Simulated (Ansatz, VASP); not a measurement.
# TeWS4 in VASP and in Ansatz

```xyz
6
Lattice="0.0000 3.7189 3.7189 3.7189 0.0000 3.7189 3.7189 3.7189 0.0000" Properties=species:S:1:pos:R:3 pbc="T T T"
Te    1.8595    1.8595    1.8595
W     0.0000    0.0000    0.0000
S     4.6673    4.6673    4.6673
S     2.7706    2.7706    4.6673
S     2.7706    4.6673    2.7706
S     4.6673    2.7706    2.7706
```

Change from the starting cell: species swapped into the TmInCu4 type (F-43m, No. 216).

Alike in both runs: task relaxation of cell and atoms; functional PBE; k mesh 10 × 10 × 10; occupations gaussian, width 0.1 eV; no spin polarisation.

```csv
,VASP,Ansatz
version,VASP 6.6.1,Ansatz 0.2.0
potentials or method,"VASP PAW PBE potentials, release 64 (Te, W_sv, S)","scalar-relativistic, plane waves, PAW"
plane-wave cutoff (eV),600,420
valence electrons in the cell,44,54
```

|  | VASP | Ansatz | Ansatz less VASP |
| --- | --- | --- | --- |
| gap on the k mesh at the Fermi level, each at its own relaxed structure (eV) | none | none | - |
| relaxed volume (Å³/atom) | 17.12 | 17.13 | +0.012 |
| relaxed cell length with the largest relative difference (Å) | 5.257 | 5.258 | +0.0013 |
| energy change over the relaxation (meV/atom) | -1 | -1 | +0.2 |

A gap of «none» marks a metal or a gap that the smearing closes. The two sets of potentials don't hold the same shells in valence.

The runs have no spin-orbit coupling, so splittings on Te, W are missing.
